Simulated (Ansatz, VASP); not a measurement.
# SrICl (1T-SrClI bilayer, AA) in two plane-wave programs, part 2 of 2

One calculation is typed for both programs; each brings its own data sets. How far apart do they land? Of the first pair: The structure shown is the start of the Ansatz relaxation below; VASP solves that cell, so the two are compared at the walk's first step.

VASP 6.6.1 and Ansatz 0.2.0.

So far. Step 4 (Comparison): The forces differ by 9.5 meV/Å r.m.s., which is 7.4 % of the r.m.s. force of 0.128 eV/Å (both taken over all components). With vacuum in the cell, a pressure given here is an average over mostly empty space and none of the material.

**5. Ansatz: relaxation, PBE with D3(BJ)**

Level of this step: Ansatz beside VASP: Kohn-Sham DFT, plane waves, PBE with D3(BJ) (Ansatz).

This run makes the geometry at which the two programs are then compared.

The structure compared here is the end of the Ansatz relaxation.

Contents of input.yaml:

```yaml
crystal:
  lattice:
    - [4.265215, 0.0, 0.0]
    - [-2.1326075, 3.6937845426, 0.0]
    - [0.0, 0.0, 24.5149562047]
  atoms:
    - { symbol: I, position: [0.6666666667, 0.3333333333, 0.2855399757] }
    - { symbol: Sr, position: [0.0, 0.0, 0.3728363567] }
    - { symbol: Cl, position: [0.3333333333, 0.6666666667, 0.4347337199] }
    - { symbol: I, position: [0.6666666667, 0.3333333333, 0.5652662801] }
    - { symbol: Sr, position: [0.0, 0.0, 0.6525626612] }
    - { symbol: Cl, position: [0.3333333333, 0.6666666667, 0.7144600243] }
  periodic: [true, true, false]
kpoints:
  mp_grid: { grid: [9, 9, 1] }
hamiltonian:
  xc: pbe
  dispersion: d3bj
  pseudopotentials: { kind: paw, azcp: { folder: soft_1 } }
scf:
  occupations: { method: fermi_dirac, width: 0.05 }
relax:
  f_tol: 0.01
  max_steps: 90
  cell: {}
```

Launch:

```sh
$ ansatz run input.yaml --threads 4 --pin off --max-ram 8192MiB --backend cpu --events-out ev --progress --plain --runs-dir out
```

Numbers of over 12 decimals in the logs are rounded to 6 here.

The log of the run:

```text
[...]
Crystal: 6 atoms, lattice volume = 706.286 Å³
Basis set: ecut = 420 eV, 13751 PW (Γ), exchange–correlation on 60×60×600 points (8 copies of the dense FFT grid, shifted against one another)
Bands: 41, of which v1, the nominal top of the filled ones, is band 34 counted from 1 (33 counted from 0)
Symmetry: 6 space group operations
[...]
cell:  # Å, volume = 801.4886 Å³
    - [4.543593, 0.0, 0]
    - [-2.271796, 3.934867, 0]
    - [0, 0, 44.829912]
  atoms:
    - { symbol: I, position: [0.666667, 0.333333, 0.167326] }
    - { symbol: Sr, position: [0, 0, 0.210426] }
    - { symbol: Cl, position: [0.333333, 0.666667, 0.239273] }
    - { symbol: I, position: [0.666667, 0.333333, 0.307379] }
    - { symbol: Sr, position: [0, 0, 0.350396] }
    - { symbol: Cl, position: [0.333333, 0.666667, 0.379621] }
[key lines of the parts left out:]
SCF converged after 9 iterations
Free energy (F): -24287.105403 eV
Fermi energy:    -4.407421 eV
P = ½ c Tr σ = 0.0367 N/m
```

**6. VASP: single point, PBE with D3(BJ), relaxed cell, pair 2**

The same cell, functional, mesh and smearing now go to VASP, with its own data sets.

Contents of INCAR:

```
SYSTEM = SrICl
PREC = Accurate
ENCUT = 400
EDIFF = 1E-06
NELM = 120
ISMEAR = -1
SIGMA = 0.05
LREAL = .FALSE.
ALGO = Normal
GGA = PE
IVDW = 12
NBANDS = 30
LORBIT = 11
LWAVE = .FALSE.
LCHARG = .FALSE.
ISIF = 2
LDIPOL = .TRUE.
IDIPOL = 3
DIPOL = 0.5 0.5 0.276
LVHAR = .TRUE.
LASPH = .TRUE.
GGA_COMPAT = .FALSE.
EFERMI = MIDGAP
NELMDL = -8
KPAR = 2
```

Contents of POSCAR:

```
SrICl
1.0
    4.5435928819      0.0000000000      0.0000000000
   -2.2717964409      3.9348668602      0.0000000000
    0.0000000000      0.0000000000     44.8299124135
I Sr Cl
2 2 2
Direct
    0.6666666667      0.3333333333      0.1673255010
    0.6666666667      0.3333333333      0.3073789980
    0.0000000000      0.0000000000      0.2104263387
    0.0000000000      0.0000000000      0.3503962420
    0.3333333333      0.6666666667      0.2392727661
    0.3333333333      0.6666666667      0.3796206165
```

Contents of KPOINTS:

```
Automatic mesh
0
Gamma
9 9 1
0 0 0
```

PAW data sets: I, Sr_sv and Cl (PBE family, release 64).

Launch:

```sh
$ mpirun -np 2 vasp_std
```

The log of the run:

```text
[... set-up lines as in an earlier step ...]
 entering main loop
       N       E                     dE             d eps       ncg     rms          rms(c)
DAV:   1     0.377425434609E+03    0.37743E+03   -0.15511E+04   880   0.923E+02
DAV:   2     0.445965268487E+02   -0.33283E+03   -0.32419E+03  1004   0.217E+02
DAV:   3    -0.198514182134E+02   -0.64448E+02   -0.64185E+02  1058   0.902E+01
DAV:   4    -0.226134789309E+02   -0.27621E+01   -0.27528E+01   846   0.229E+01
[...]
DAV:  27    -0.223464846770E+02   -0.50674E-05   -0.88076E-08   558   0.848E-04    0.416E-04
DAV:  28    -0.223464871747E+02   -0.24977E-05   -0.46182E-08   564   0.624E-04    0.422E-04
DAV:  29    -0.223464876736E+02   -0.49893E-06   -0.46769E-09   570   0.342E-04
   1 F= -.23524928E+02 E0= -.23524928E+02  d E =-.759914E-16
```

OUTCAR, selected parts (step 6):

```text
 Edisp (eV)   -1.17844

  Total       0.12617     0.12617     0.05976     0.00000     0.00000    -0.00000
  in kB       0.25221     0.25221     0.11946     0.00000     0.00000    -0.00000
  external pressure =        0.21 kB  Pullay stress =        0.00 kB

 POSITION                                       TOTAL-FORCE (eV/Angst)
 -----------------------------------------------------------------------------------
      2.27180      1.31162      7.50119         0.000000     -0.000000     -0.015680
      2.27180      1.31162     13.77977        -0.000000      0.000000     -0.015817
      0.00000      0.00000      9.43339        -0.000000     -0.000000     -0.003986
      0.00000      0.00000     15.70823        -0.000000     -0.000000     -0.005665
     -0.00000      2.62324     10.72658         0.000000     -0.000000      0.019417
     -0.00000      2.62324     17.01836         0.000000     -0.000000      0.021731
 -----------------------------------------------------------------------------------
    total drift:                                0.000000      0.000000     -0.000093

  FREE ENERGIE OF THE ION-ELECTRON SYSTEM (eV)
  ---------------------------------------------------
  free  energy   TOTEN  =       -23.5249277120 eV

  energy  without entropy=      -23.5249277120  energy(sigma->0) =      -23.52492771

[... 1 part as in an earlier step ...]

[... 2 further parts left out ...]
[key lines of the parts left out:]
E-fermi :  -2.3613
```

**7. Side by side**

What differs besides the data sets and the points named for the pairs above, as far as they apply: the data sets hold 68 valence electrons in Ansatz (on its PAW soft_1 files) and 48 in VASP. Total energies have different zeros and are not compared.

Compared:

| quantity | Ansatz | VASP | difference |
| --- | --- | --- | --- |
| gap on the k mesh (eV) | 3.629 | 3.618 | +0.012 |

At this near-relaxed geometry the largest component of a force difference is 18 meV/Å. A gap on the mesh is an upper bound, since the band edges may lie between its points. With vacuum in the cell, a pressure given here is an average over mostly empty space and none of the material.

**8. What came out**

```yaml
r_m_s_force_difference_single_point_pbe_with_d3_bj_start_cell_pair_1: 9.5 meV/Å
difference_in_gap_on_the_k_mesh_single_point_pbe_with_d3_bj_relaxed_cell_pair_2: 0.012 eV
r_m_s_force_difference_single_point_pbe_with_d3_bj_relaxed_cell_pair_2: 8.1 meV/Å
```

The r.m.s. force difference is 9.5 meV/Å (single point, PBE with D3(BJ), start cell, pair 1), within the 12 meV/Å picked in this series as the mark of a large difference. The data sets hold unlike numbers of valence electrons (68 in Ansatz and 48 in VASP), so part of the differences comes from the potentials. How closely two codes agree says nothing of how well the functional describes the real material.

[Lines on the potential files, build, host, timing and source positions are cut from VASP's logs without a mark.]

[Logs are printed without paths, hosts, clocks, repeated set-up lines and the standing remarks that a program may print on its own settings, such as how far it seeks lower states.]

[Hosts, paths, dates, database ids (printed as entryN), source tags and the programs' standing remarks are cut or masked in the printed files.]
